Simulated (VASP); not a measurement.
CrSi8O18 (a cell with a defect), 27 atoms in the cell. The cell holds a defect, 27 atoms: a = 14.749 Å, b = 8.515 Å, c = 5.408 Å, α = 90.00°, β = 90.00°, γ = 150.00°. 

- Program: VASP 6.6.1
- Task: single point
- Functional: PBEsol
- Potentials or basis: VASP PAW PBE potentials, release 64 (Cr_pv, Si, O)
- Cutoff: 450 eV
- k mesh: 2 × 3 × 3
- Occupations: gaussian, width 0.03 eV
- Spin: collinear spin, ferromagnetic start
- Starting moments: [2.0, 0.0, 0.0, 0.0, 0.0, 0.0, 0.0, 0.0, 0.0, 0.0, 0.0, 0.0, 0.0, 0.0, 0.0, 0.0, 0.0, 0.0, 0.0, 0.0, 0.0, 0.0, 0.0, 0.0, 0.0, 0.0, 0.0] μB
- Hubbard terms: Cr d U = 3 eV
- Dq: 0
- Further INCAR settings: LREAL = Auto; ALGO = All; EDIFF = 1e-05; NBANDS = 99; ISYM = 0

Potentials or basis: VASP PAW PBE potentials, release 64 (Cr_pv, Si, O).

The run is started by

```sh
$ cat potpaw_PBE.64/Cr_pv/POTCAR potpaw_PBE.64/Si/POTCAR potpaw_PBE.64/O/POTCAR > POTCAR
$ mpirun -np 1 vasp_std > vasp.out
```

Hardware: 1 thread of AMD EPYC 9R45 96-Core Processor (Zen 5) (shared host).

**Question.** Estimate the wall time of this run.

**Answer.** Wall time 16 min on 1 thread of AMD EPYC 9R45 96-Core Processor (Zen 5), with other jobs on the host, peak memory 1.4 GiB. Counts: scf iterations 20, k points 10.
